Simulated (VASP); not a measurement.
Input of a VASP 6.6.1 run:

File INCAR:

```
SYSTEM = CrC3
ALGO     = Fast           ! electronic algorithm
EDIFF    = 1E-6           ! SCF threshold, eV
ENCUT    = 520            ! plane-wave cutoff, eV
GGA      = PE             ! functional
ISIF     = 2              ! what is computed and relaxed
ISMEAR   = 0              ! smearing method
ISPIN    = 2              ! spin polarisation
LASPH    = .True.         ! aspherical terms in the spheres
LCHARG   = .False.        ! write CHGCAR
LMAXMIX  = 4              ! l up to which the mixer works
LORBIT   = 11             ! projections on sites
LREAL    = .False.        ! projectors in reciprocal space
LWAVE    = .False.        ! write WAVECAR
MAGMOM   = 1.43 0 0 0     ! initial moments
NBANDS   = 24             ! bands
NELM     = 150            ! most SCF steps
PREC     = Accurate       ! precision mode
SIGMA    = 0.1            ! smearing width, eV
```

KPOINTS

```
k-points
0
Gamma
  14 14 14
  0 0 0
```

POSCAR

```
CrC3
1.0
    3.1152780963      0.0000000000      0.0000000000
    0.0000000000      3.1152780963      0.0000000000
    0.0000000000      0.0000000000      3.1152780963
Cr C
1 3
Direct
    0.0000000000      0.0000000000      0.0000000000
    0.0000000000      0.5000000000      0.5000000000
    0.5000000000      0.0000000000      0.5000000000
    0.5000000000      0.5000000000      0.0000000000
```

Potentials or basis: VASP PAW PBE potentials, release 64 (Cr_pv, C).

Command:

```console
$ cat potpaw_PBE.64/Cr_pv/POTCAR potpaw_PBE.64/C/POTCAR > POTCAR
$ mpirun -np 1 vasp_std > vasp.out
```

Question: What does it give for the net moment?

Answer: 0.00 μB per cell.

Question: Estimate the pressure.

Answer: -4.8 GPa.

Question: What does it give for the band gap on the k mesh?

Answer: None (metal or under the smearing width).
